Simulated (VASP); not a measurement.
OSZICAR of a VASP run on BN (wurtzite):

**OSZICAR**
```
       N       E                     dE             d eps       ncg     rms          rms(c)
DAV:   1     0.470143674933E+02    0.47014E+02   -0.88574E+03  1536   0.130E+03
DAV:   2    -0.388356418445E+02   -0.85850E+02   -0.81523E+02  2188   0.258E+02
DAV:   3    -0.411084263076E+02   -0.22728E+01   -0.22649E+01  2048   0.424E+01
DAV:   4    -0.411196746824E+02   -0.11248E-01   -0.11244E-01  1868   0.326E+00
DAV:   5    -0.411197918607E+02   -0.11718E-03   -0.11716E-03  2020   0.301E-01    0.939E+00
DAV:   6    -0.390527663356E+02    0.20670E+01   -0.53102E+00  1800   0.188E+01    0.441E+00
DAV:   7    -0.388220906968E+02    0.23068E+00   -0.23562E-01  1876   0.443E+00    0.256E+00
DAV:   8    -0.387567140829E+02    0.65377E-01   -0.99326E-02  1720   0.271E+00    0.219E-01
DAV:   9    -0.387558479126E+02    0.86617E-03   -0.23044E-03  2000   0.465E-01    0.125E-01
DAV:  10    -0.387558065520E+02    0.41361E-04   -0.15136E-04  1836   0.126E-01    0.202E-02
DAV:  11    -0.387558035489E+02    0.30031E-05   -0.25305E-05  1992   0.410E-02    0.108E-02
DAV:  12    -0.387558034718E+02    0.77144E-07   -0.20689E-06  1892   0.137E-02    0.150E-03
DAV:  13    -0.387558034693E+02    0.24822E-08   -0.34260E-08  1232   0.203E-03
   1 F= -.38755803E+02 E0= -.38755803E+02  d E =0.000000E+00
```

**Question.** Which electronic solver shows in the log?

**Answer.** It is blocked Davidson (ALGO = Normal, or the opening steps of other solvers). The INCAR had ALGO = Normal.

**Question.** Can the final energy be trusted as converged?

**Answer.** Self-consistency was reached. It stopped with EDIFF = 1E-7, NELM = 100 (LDA (Ceperley-Alder, Perdew-Zunger), plane waves, VASP's LDA PAW potentials (set 64)).

The compound is BN in the wurtzite structure, a metastable high-pressure form. It was relaxed first.
